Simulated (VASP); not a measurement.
A VASP calculation is set up with these files.

**INCAR**
```
! general
SYSTEM  = GaN
PREC    = Accurate
ENCUT   = 520
LREAL   = .FALSE.
LASPH   = .TRUE.

! electronic loop
EDIFF   = 1E-6
NELM    = 100
ALGO    = Normal
LMAXMIX = 4
LMIXTAU = .TRUE.

! smearing
ISMEAR  = 0
SIGMA   = 0.05

! functional
METAGGA = R2SCAN

! ions
IBRION  = 2
NSW     = 60
ISIF    = 3
EDIFFG  = -0.01

! output
LWAVE   = .FALSE.
LCHARG  = .FALSE.
```

### POSCAR
```
GaN
1
    1.5950000000    -2.7626210000     0.0000000000
    1.5950000000     2.7626210000     0.0000000000
    0.0000000000     0.0000000000     5.1900000000
Ga N
2 2
Direct
  0.6666670000   0.3333330000   0.5000000000
  0.3333330000   0.6666670000   0.0000000000
  0.6666670000   0.3333330000   0.8770000000
  0.3333330000   0.6666670000   0.3770000000
```

File KPOINTS:
```
Automatic mesh
0
Gamma
9 9 5
0 0 0
```

POTCAR, in this order: Ga_d N (PBE.64 set). Program: vasp_std.

Task: Write an equivalent input for Ansatz.

Result: One equivalent input (not run):
Ansatz 0.2 input:
```yaml
crystal:
  lattice:
    - [1.5950000, -2.7626210, 0.0000000]
    - [1.5950000, 2.7626210, 0.0000000]
    - [0.0000000, 0.0000000, 5.1900000]
  atoms:
    - { symbol: Ga, position: [0.6666670, 0.3333330, 0.5000000] }
    - { symbol: Ga, position: [0.3333330, 0.6666670, 0.0000000] }
    - { symbol: N, position: [0.6666670, 0.3333330, 0.8770000] }
    - { symbol: N, position: [0.3333330, 0.6666670, 0.3770000] }
kpoints:
  mp_grid: { grid: [9, 9, 5] }
hamiltonian:
  xc: r2scan
  pseudopotentials: { kind: paw }
scf:
  occupations: { method: gaussian, width: 0.05 }
  max_iter: 100
relax:
  max_steps: 60
  f_tol: 0.01
  cell: {}
output: { forces: true, stress: true, eigenvalues: true }
```
The two are equivalent in intent, not identical: each code has its own PAW files, so the cut-off isn't converted (ENCUT is set for VASP's; basis.ecutwfc is left out, and Ansatz then takes the one that its files recommend); Ansatz stops its SCF on the density residual and VASP on the energy change (EDIFF).

The compound is GaN in the wurtzite structure. This run relaxes it. Symmetry was kept, so distortions that lower it aren't found.
